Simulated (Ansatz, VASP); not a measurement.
# MnS: VASP beside Ansatz

Aim: how closely do two programs agree when they are given the same cell, functional and k mesh? The cell is taken from a series of VASP runs on this material, whose earlier steps may have relaxed, scaled or displaced it; both programs get it as it stands.

Program: Ansatz 0.2.0. Level of theory: plane waves, with VASP 6.6.1 beside it; zone-centre phonons at revPBE. Results are calculated unless marked as measured.

**1. Set-up**

The structure is cubic, space group Fm-3m (No. 225). The conventional cell has a = 5.172 Å, b = 5.172 Å, c = 5.172 Å, α = 90.00°, β = 90.00°, γ = 90.00°. Nearest to Mn lie 6 S at 2.59 Å. Nearest to S lie 6 Mn at 2.59 Å. Farther neighbours and most contacts between anions are not listed.

Structure file:

```xyz
2
Lattice="0.0000 2.5858 2.5858 2.5858 0.0000 2.5858 2.5858 2.5858 0.0000" Properties=species:S:1:pos:R:3 pbc="T T T"
Mn    0.0000    0.0000    0.0000
S     2.5858    2.5858    2.5858
```

**2. VASP: zone-centre phonons, revPBE**

Second derivatives magnify differences that forces hide, and they need a tight electronic threshold.

Lines of VASP's logs that name or quote its potential files are left out, and so is its time.

INCAR reads:

```
SYSTEM = MnS
PREC = Accurate
ENCUT = 400
EDIFF = 1E-08
NELM = 100
ISMEAR = 0
SIGMA = 0.05
LREAL = .FALSE.
ALGO = Normal
GGA = RE
ISPIN = 2
MAGMOM = 4.242 0.093
LMAXMIX = 4
LORBIT = 11
LWAVE = .FALSE.
LCHARG = .FALSE.
IBRION = 8
ISIF = 2
```

POSCAR reads:

```
MnS
1.0
    0.0000000000      2.5857884300      2.5857884300
    2.5857884300      0.0000000000      2.5857884300
    2.5857884300      2.5857884300      0.0000000000
Mn S
1 1
Direct
    0.0000000000      0.0000000000      0.0000000000
    0.5000000000      0.5000000000      0.5000000000
```

KPOINTS reads:

```
Automatic mesh
0
Gamma
8 8 8
0 0 0
```

PAW data sets: Mn_pv and S (PBE family, release 64).

Run with:

```console
> mpirun -np 1 vasp_std
```

Numbers of over 12 decimals in the logs are rounded to 6 here.

The program printed:

```text
[banner, memory and clock lines left out]
running    1 mpi-ranks, on    1 nodes
 distrk:  each k-point on    1 cores,    1 groups
 distr:  one band on    1 cores,    1 groups

 POSCAR found type information on POSCAR MnS
 POSCAR found :  2 types and       2 ions
|                                                                             |
|               ----> ADVICE to this user running VASP <----                  |
|                                                                             |
|     You enforced a specific xc type in the INCAR file but a different       |
|     [... a line on the potential file left out ...]
|     I HOPE YOU KNOW WHAT YOU ARE DOING!                                     |
|                                                                             |

 LDA part: xc-table for (Slater+PW92), standard interpolation
 POSCAR, INCAR and KPOINTS ok, starting setup
 FFT: planning ... GRIDC
 FFT: planning ... GRID_SOFT
 FFT: planning ... GRID
 WAVECAR not read
 entering main loop
       N       E                     dE             d eps       ncg     rms          rms(c)
DAV:   1     0.119994490165E+03    0.11999E+03   -0.95106E+03  1820   0.109E+03
DAV:   2    -0.932533153772E+01   -0.12932E+03   -0.12418E+03  1915   0.304E+02
DAV:   3    -0.145690666449E+02   -0.52437E+01   -0.52150E+01  2104   0.692E+01
DAV:   4    -0.146322653877E+02   -0.63199E-01   -0.63191E-01  2055   0.783E+00
DAV:   5    -0.146335229922E+02   -0.12576E-02   -0.12576E-02  2244   0.112E+00    0.119E+01
DAV:   6    -0.135362287832E+02    0.10973E+01   -0.78727E+00  1832   0.350E+01    0.109E+01
DAV:   7    -0.135350685547E+02    0.11602E-02   -0.80862E-01  1792   0.127E+01    0.636E+00
DAV:   8    -0.135436927102E+02   -0.86242E-02   -0.51871E-02  2048   0.237E+00    0.327E+00
DAV:   9    -0.135402336773E+02    0.34590E-02   -0.10528E-02  1908   0.135E+00    0.245E-01
DAV:  10    -0.135407718254E+02   -0.53815E-03   -0.21935E-03  2007   0.418E-01    0.140E-01
DAV:  11    -0.135408342669E+02   -0.62442E-04   -0.16746E-04  1938   0.139E-01    0.969E-02
DAV:  12    -0.135408726604E+02   -0.38394E-04   -0.64139E-05  1950   0.622E-02    0.687E-02
DAV:  13    -0.135408828998E+02   -0.10239E-04   -0.13857E-05  2124   0.353E-02    0.308E-02
DAV:  14    -0.135408836483E+02   -0.74846E-06   -0.11287E-05  1831   0.390E-02    0.806E-03
DAV:  15    -0.135408850051E+02   -0.13568E-05   -0.11521E-06  2097   0.795E-03    0.146E-03
DAV:  16    -0.135408849806E+02    0.24466E-07   -0.23490E-08  1935   0.135E-03    0.678E-04
DAV:  17    -0.135408850733E+02   -0.92604E-07   -0.37865E-08  1985   0.126E-03    0.610E-04
DAV:  18    -0.135408850447E+02    0.28582E-07   -0.26257E-09  1101   0.458E-04    0.142E-04
DAV:  19    -0.135408850639E+02   -0.19232E-07   -0.48076E-10  1052   0.208E-04    0.516E-05
DAV:  20    -0.135408850641E+02   -0.20964E-09   -0.53821E-11   996   0.697E-05
   1 F= -.13540885E+02 E0= -.13540528E+02  d E =-.713555E-03  mag=     4.6734
 Linear response reoptimize wavefunctions to high precision
DAV:   1    -0.135408850668E+02   -0.27107E-08   -0.15868E-11  1066   0.387E-05
DAV:   2    -0.135408850668E+02    0.51841E-10    0.13457E-12   996   0.106E-05
 Linear response DOF=           2
 Linear response progress:
  Degree of freedom:   1/  2
       N       E                     dE             d eps       ncg     rms          rms(c)
RMM:   1    -0.603497649462E+00   -0.60350E+00   -0.26761E+01  3678   0.228E+02
RMM:   2    -0.692136440586E+00   -0.88639E-01   -0.10921E-01  5175   0.345E+00    0.126E+00
RMM:   3    -0.655543525329E+00    0.36593E-01   -0.28335E-02  5676   0.153E+00    0.500E-01
RMM:   4    -0.665160475012E+00   -0.96169E-02   -0.34117E-03  5688   0.497E-01    0.783E-02
RMM:   5    -0.665350134326E+00   -0.18966E-03   -0.42462E-04  6352   0.158E-01    0.425E-02
RMM:   6    -0.665462731916E+00   -0.11260E-03   -0.45979E-05  5951   0.696E-02    0.149E-02
RMM:   7    -0.665486032748E+00   -0.23301E-04   -0.65700E-06  6385   0.217E-02    0.545E-03
RMM:   8    -0.665428485108E+00    0.57548E-04   -0.88054E-07  6436   0.712E-03    0.247E-03
RMM:   9    -0.665386161454E+00    0.42324E-04   -0.14719E-07  5877   0.369E-03    0.405E-04
RMM:  10    -0.665390305052E+00   -0.41436E-05   -0.44589E-07  6098   0.144E-03    0.263E-04
RMM:  11    -0.665389728524E+00    0.57653E-06   -0.26129E-07  6519   0.496E-04    0.125E-04
RMM:  12    -0.665391023761E+00   -0.12952E-05   -0.25349E-07  6449   0.227E-04    0.242E-05
RMM:  13    -0.665390887885E+00    0.13588E-06   -0.13340E-07  6334   0.114E-04    0.182E-05
RMM:  14    -0.665390857206E+00    0.30680E-07   -0.13436E-07  6529   0.493E-05    0.932E-06
RMM:  15    -0.665390852300E+00    0.49058E-08   -0.75582E-08  6818   0.264E-05    0.570E-06
 first order change of Fermi-energy   0.89751E-04
 force on displaced ion       1 direction 1 :  -3.051   0.000   0.000
 Linear response progress:
  Degree of freedom:   2/  2
       N       E                     dE             d eps       ncg     rms          rms(c)
RMM:   1    -0.102452447578E+00   -0.10245E+00    0.48449E-02  8070   0.202E+00
RMM:   2    -0.102321259401E+00    0.13119E-03   -0.27692E-03  6032   0.351E-01    0.119E-01
RMM:   3    -0.102900174417E+00   -0.57892E-03   -0.33694E-04  6062   0.130E-01    0.538E-02
RMM:   4    -0.103478408083E+00   -0.57823E-03   -0.11778E-04  6262   0.748E-02    0.475E-02
RMM:   5    -0.103533839557E+00   -0.55431E-04   -0.68129E-06  6177   0.243E-02    0.138E-02
RMM:   6    -0.103570642877E+00   -0.36803E-04   -0.39761E-06  6007   0.192E-02    0.112E-02
RMM:   7    -0.103584628048E+00   -0.13985E-04   -0.86852E-07  6064   0.980E-03    0.275E-03
RMM:   8    -0.103587500070E+00   -0.28720E-05   -0.53991E-08  6420   0.209E-03    0.206E-03
RMM:   9    -0.103592710862E+00   -0.52108E-05   -0.58254E-08  5958   0.167E-03    0.531E-04
RMM:  10    -0.103592102143E+00    0.60872E-06    0.18465E-07  6375   0.522E-04    0.494E-05
RMM:  11    -0.103591755820E+00    0.34632E-06    0.13143E-07  6540   0.136E-04    0.433E-05
RMM:  12    -0.103591681565E+00    0.74255E-07   -0.21931E-07  6333   0.621E-05    0.274E-05
RMM:  13    -0.103591716668E+00   -0.35103E-07    0.44479E-09  6448   0.215E-05    0.108E-05
RMM:  14    -0.103591729277E+00   -0.12609E-07    0.67776E-09  6232   0.830E-06    0.331E-06
RMM:  15    -0.103591722834E+00    0.64428E-08    0.33370E-09  5299   0.471E-06    0.118E-06
 first order change of Fermi-energy   0.10639E-02
 force on displaced ion       2 direction 1 :  -3.032   0.000   0.000
 Linear response finished
```

From OUTCAR (step 2):

```text
ion  position               nearest neighbor table
   1  0.000  0.000  0.000-   2 2.59   2 2.59   2 2.59   2 2.59   2 2.59   2 2.59
   2  0.500  0.500  0.500-   1 2.59   1 2.59   1 2.59   1 2.59   1 2.59   1 2.59

  LATTYP: Found a face centered cubic cell.
 ALAT       =     5.1715768600

 Subroutine GETGRP returns: Found 48 space group operations
 (whereof 48 operations were pure point group operations)

The static configuration has the point symmetry O_h .

 Found     29 irreducible k-points:

   k-points           NKPTS =     29   k-points in BZ     NKDIM =     29   number of bands    NBANDS=     15

   dimension x,y,z NGX =    24 NGY =   24 NGZ =   24
   dimension x,y,z NGXF=    48 NGYF=   48 NGZF=   48

   ENCUT  =  400.0 eV  29.40 Ry    5.42 a.u.   5.96  5.96  5.96*2*pi/ulx,y,z

   NELECT =      19.0000    total number of electrons

 k-points in reciprocal lattice and weights: Automatic mesh
   0.00000000  0.00000000  0.00000000       0.002
   0.12500000  0.00000000  0.00000000       0.016
   0.25000000  0.00000000  0.00000000       0.016
   0.37500000  0.00000000  0.00000000       0.016
   0.50000000  0.00000000  0.00000000       0.008
   0.12500000  0.12500000  0.00000000       0.012
   0.25000000  0.12500000  0.00000000       0.047
   0.37500000  0.12500000  0.00000000       0.047
   0.50000000  0.12500000  0.00000000       0.047
[...]
-0.37500000  0.50000000  0.12500000       0.023
  -0.25000000  0.50000000  0.25000000       0.012

 average (electrostatic) potential at core
       1 -68.3792       2 -85.1116

  Total       -0.0122880     -0.0122880     -0.0122880      0.0000000      0.0000000      0.0000000
  in kB       -0.5693537     -0.5693537     -0.5693537      0.0000000      0.0000000      0.0000000
  external PRESSURE =      -0.5693537 kB  Pullay stress =       0.0000000 kB

  energy-cutoff  :      400.00
  volume of cell :       34.58
      direct lattice vectors                 reciprocal lattice vectors
     0.000000000  2.585788430  2.585788430    -0.193364621  0.193364621  0.193364621
     2.585788430  0.000000000  2.585788430     0.193364621 -0.193364621  0.193364621
     2.585788430  2.585788430  0.000000000     0.193364621  0.193364621 -0.193364621

 POSITION                                       TOTAL-FORCE (eV/Angst)
 -----------------------------------------------------------------------------------
      0.00000      0.00000      0.00000         0.000000     -0.000000     -0.000000
      2.58579      2.58579      2.58579        -0.000000      0.000000      0.000000
 -----------------------------------------------------------------------------------
    total drift:                                0.000000     -0.000000     -0.000000

 Eigenvectors and eigenvalues of the dynamical matrix
 ----------------------------------------------------

   1 f  =    6.056475 THz    38.053955 2PiTHz  202.022263 cm-1    25.047557 meV
             X         Y         Z           dx          dy          dz
      0.000000  0.000000  0.000000     0.000000    0.608257    0.000000
      2.585788  2.585788  2.585788     0.000000   -0.793740    0.000000

   2 f  =    6.056475 THz    38.053955 2PiTHz  202.022263 cm-1    25.047557 meV
             X         Y         Z           dx          dy          dz
      0.000000  0.000000  0.000000    -0.608257    0.000000    0.000000
      2.585788  2.585788  2.585788     0.793740    0.000000    0.000000

   3 f  =    6.056475 THz    38.053955 2PiTHz  202.022263 cm-1    25.047557 meV
             X         Y         Z           dx          dy          dz
      0.000000  0.000000  0.000000     0.000000    0.000000   -0.608257
      2.585788  2.585788  2.585788     0.000000    0.000000    0.793740

   4 f/i=    0.008905 THz     0.055951 2PiTHz    0.297035 cm-1     0.036828 meV
             X         Y         Z           dx          dy          dz
      0.000000  0.000000  0.000000     0.793740    0.000000    0.000000
      2.585788  2.585788  2.585788     0.608257    0.000000    0.000000

   5 f/i=    0.008905 THz     0.055951 2PiTHz    0.297035 cm-1     0.036828 meV
             X         Y         Z           dx          dy          dz
      0.000000  0.000000  0.000000     0.000000   -0.793740    0.000000
      2.585788  2.585788  2.585788     0.000000   -0.608257    0.000000

   6 f/i=    0.008905 THz     0.055951 2PiTHz    0.297035 cm-1     0.036828 meV
             X         Y         Z           dx          dy          dz
      0.000000  0.000000  0.000000     0.000000    0.000000    0.793740
      2.585788  2.585788  2.585788     0.000000    0.000000    0.608257

 ELASTIC MODULI CONTR FROM IONIC RELAXATION (kBar)
 Direction    XX          YY          ZZ          XY          YZ          ZX
 --------------------------------------------------------------------------------
 XX           0.0000      0.0000      0.0000      0.0000      0.0000      0.0000
 YY           0.0000      0.0000      0.0000      0.0000      0.0000      0.0000
 ZZ           0.0000      0.0000      0.0000      0.0000      0.0000      0.0000
 XY           0.0000      0.0000      0.0000      0.0000      0.0000      0.0000
 YZ           0.0000      0.0000      0.0000      0.0000      0.0000      0.0000
 ZX           0.0000      0.0000      0.0000      0.0000      0.0000      0.0000
 --------------------------------------------------------------------------------

 magnetization (x)
# of ion       s       p       d       tot
------------------------------------------
    1        0.052   0.041   4.149   4.242
    2        0.026   0.066   0.000   0.093
--------------------------------------------------
tot          0.078   0.107   4.149   4.334
```

The cell holds one magnetic atom, so no antiferromagnetic order fits into it. Experiment finds antiferromagnetic order in this phase (below 150 K, arxiv:1108.4537), so this ferromagnetic run describes another state. LASPH is off, so gradient terms of the non-spherical density inside the spheres are left out; for open d or f shells this can shift gaps and moments.

(Part 1 of 2 ends here.)

[Lines on the potential files, build, host, timing and source positions are cut from VASP's logs without a mark.]

[Logs are printed without paths, hosts, clocks, repeated set-up lines and the standing remarks that a program may print on its own settings, such as how far it seeks lower states.]

[Hosts, paths, dates, database ids (printed as entryN), source tags and the programs' standing remarks are cut or masked in the printed files.]
